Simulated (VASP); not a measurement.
Here is a VASP 6.6.1 calculation.

File INCAR:

```
PREC = Accurate ; ENCUT = 900
EDIFF = 1E-6 ; ISMEAR = -1
SIGMA = 0.05 ; LREAL = F
LASPH = T ; NELM = 100
ALGO = Normal ; ISIF = 2
LWAVE = F ; LCHARG = F
GGA = PE
```

File KPOINTS:

```
Automatic mesh
0
Gamma
  9 9 9
```

Contents of POSCAR:

```
ZnB
1.0
    2.8073700000      0.0000000000      0.0000000000
    0.0000000000      2.8073700000      0.0000000000
    0.0000000000      0.0000000000      2.8073700000
Zn B
1 1
Direct
    0.0000000000      0.0000000000      0.0000000000
    0.5000000000      0.5000000000      0.5000000000
```

The input KPOINTS_OPT:

```
path GXMGRX,MR
15
line-mode
reciprocal
 0.0000000000  0.0000000000  0.0000000000  G
 0.0000000000  0.5000000000  0.0000000000  X

 0.0000000000  0.5000000000  0.0000000000  X
 0.5000000000  0.5000000000  0.0000000000  M

 0.5000000000  0.5000000000  0.0000000000  M
 0.0000000000  0.0000000000  0.0000000000  G

 0.0000000000  0.0000000000  0.0000000000  G
 0.5000000000  0.5000000000  0.5000000000  R

 0.5000000000  0.5000000000  0.5000000000  R
 0.0000000000  0.5000000000  0.0000000000  X

 0.5000000000  0.5000000000  0.0000000000  M
 0.5000000000  0.5000000000  0.5000000000  R
```

Potentials or basis: VASP PAW PBE potentials, release 64 (Zn, B).

Launch:

```bash
$ cat potpaw_PBE.64/Zn/POTCAR potpaw_PBE.64/B/POTCAR > POTCAR
$ mpirun -np 1 vasp_std > vasp.out
```

Task: What does it give for the pressure?

Result: 0.6 GPa.

Task: What does it give for the band gap along the path?

Result: None (metal or under the smearing width).

Levels at the corners of the path, in eV from the Fermi level:
```csv
point,band 4,band 5,band 6,band 7,band 8,band 9,band 10,band 11
Γ,-7.42,-7.42,-7.42,1.78,1.78,1.78,7.09,9.67
X,-7.78,-7.78,-7.38,-6.15,4.28,4.28,9.73,10.10
X,-7.78,-7.78,-7.38,-6.15,4.28,4.28,9.73,10.10
M,-7.65,-7.16,-4.64,-4.64,-3.08,-0.60,4.84,12.19
M,-7.65,-7.16,-4.64,-4.64,-3.08,-0.60,4.84,12.19
Γ,-7.42,-7.42,-7.42,1.78,1.78,1.78,7.09,9.67
Γ,-7.42,-7.42,-7.42,1.78,1.78,1.78,7.09,9.67
R,-7.15,-7.15,-1.87,-0.03,-0.03,-0.03,2.27,2.27
R,-7.15,-7.15,-1.87,-0.03,-0.03,-0.03,2.27,2.27
X,-7.78,-7.78,-7.38,-6.15,4.28,4.28,9.73,10.10
M,-7.65,-7.16,-4.64,-4.64,-3.08,-0.60,4.84,12.19
R,-7.15,-7.15,-1.87,-0.03,-0.03,-0.03,2.27,2.27
```
